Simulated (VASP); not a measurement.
Crystal: Mg5Te.

```
Te Mg
1.0
     2.78886    1.61015    5.28499
    -2.78886    1.61015    5.28499
     0.00000   -3.22030    5.28499
Te Mg
1 5
Direct
  0.50000 0.50000 0.50000
  0.82981 0.82981 0.82981
  0.17019 0.17019 0.17019
  0.00000 0.66845 0.33155
  0.33155 0.00000 0.66845
  0.66845 0.33155 0.00000
```

The cell comes from a database or a generator and needn't be the stable form of this composition.

```yaml
Program: VASP 6.6.1
Task: single point
Functional: PBE
Potentials_or_basis: VASP PAW PBE potentials, release 64 (Te, Mg)
Cutoff: 520 eV
k_mesh: 6 × 6 × 6
Occupations: fermi-dirac, width 0.05 eV
Spin: no spin polarisation
```

On this cell: pressure 0.0 GPa; largest force 0.023 eV/Å; band gap on the k mesh none (metal or under the smearing width).

The same run follows on a disturbed copy (atoms moved at random, drawn with an rms of 0.05 Å):

```
Te Mg
1.0
     2.78886    1.61015    5.28499
    -2.78886    1.61015    5.28499
     0.00000   -3.22030    5.28499
Te Mg
1 5
Direct
  0.50498 0.49429 0.50294
  0.82046 0.83757 0.82646
  0.16395 0.18435 0.16079
  0.01569 0.65791 0.34010
  0.33375 0.00104 0.66863
  0.66420 0.32545 0.00792
```

Problem. What changes?

Solution. The energy (extrapolated to zero smearing) moves by +3.5 meV/atom; pressure 0.1 GPa; largest force 0.194 eV/Å; band gap on the k mesh none (metal or under the smearing width).

Forces in eV/Å, atoms in the order of the input:
```
Te  -0.069  0.056  0.068
Mg   0.071 -0.040  0.077
Mg   0.058 -0.094  0.045
Mg  -0.158  0.061 -0.093
Mg   0.037 -0.081 -0.132
Mg   0.062  0.098  0.036
```

Stress tensor (GPa, compression positive):
```
 0.21  0.02  0.03
 0.02 -0.12  0.00
 0.03  0.00  0.10
```
